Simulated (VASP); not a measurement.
Level of theory: revPBE GGA, VASP's PBE PAW potentials (set 64) (plane waves; VASP).

A VASP calculation is set up with these files.

File POSCAR:
```
GaSb
1
    0.0000000000     3.1636185636     3.1636185636
    3.1636185636     0.0000000000     3.1636185636
    3.1636185636     3.1636185636     0.0000000000
Ga Sb
1 1
Direct
  0.0000000000   0.0000000000   0.0000000000
  0.2500000000   0.2500000000   0.2500000000
```

KPOINTS:
```
K-points
0
G
 10 10 10
0 0 0
```

INCAR:
```
ALGO  =  Normal
EDIFF  =  1E-7
ENCUT  =  520
GGA  =  RE
ISIF  =  2
ISMEAR  =  1
LASPH  =  T
LCHARG  =  F
LMAXMIX  =  4
LREAL  =  F
LWAVE  =  F
NELM  =  100
PREC  =  Accurate
SIGMA  =  0.1
SYSTEM  =  GaSb
```

POTCAR, in this order: Ga_d Sb (PBE.64 set). Program: vasp_std.

Task: What will the output report for the number of irreducible k-points (NKPTS), largest plane-wave count, number of space-group operations, FFT grid (NGX, NGY, NGZ)?

Result: 
| Quantity | Result |
|---|---|
| number of irreducible k-points (NKPTS) | 47 |
| largest plane-wave count | 1724 |
| number of space-group operations | 24 |
| FFT grid (NGX, NGY, NGZ) | 36 × 36 × 36 |

The compound is GaSb in the zinc blende structure. This cell is one point of a volume scan, at 1.03 of the reference volume.
